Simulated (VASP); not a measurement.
Data:

```
BaO
1.0
    0.00000     2.79123     2.79123
    2.79123     0.00000     2.79123
    2.79123     2.79123     0.00000
Ba O
1 1
Cartesian
  0.00000   0.00000   0.00000
  2.79123   2.79123   2.79123
```

Level of theory: optB88-vdW, VASP's PBE PAW potentials (set 64) (plane waves; VASP 6.6.1). Numerical set-up: 520 eV cut-off, Gaussian smearing of 0.050 eV, potentials Ba_sv O.

Unless said otherwise, spin-orbit coupling is left out, though it shifts the bands of the heavy elements here.

Problem. What does the run give for the band gap (along the path) with the smallest direct gap where there is one?

Solution. 
band gap (along the path): 2.09 eV
smallest direct gap (along the path): 2.09 eV

The absolute energy has meaning only against runs of the same code, potentials and settings.

The compound is BaO in the rock salt structure. It was relaxed first.
